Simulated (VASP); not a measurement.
Shape and ions are relaxed at each volume.

Energy against volume of GaN (wurtzite). Calculation: vdW-DF2, VASP's PBE PAW potentials (set 64) (plane waves; VASP).

```
V (Å³/atom)  E (eV/atom)
-----------  -----------
11.771          -3.31435
12.147          -3.33223
12.523          -3.33789
12.898          -3.33320
13.274          -3.31975
```

Problem. Fit a third-order Birch-Murnaghan equation of state.

Solution. 
| Quantity | Value |
|---|---|
| volume per atom | 12.53 Å³/atom |
| bulk modulus | 146 GPa |
| pressure derivative of the bulk modulus | 4.55 |

The compound is GaN in the wurtzite structure. It was relaxed first, which changed the volume by +10 %.
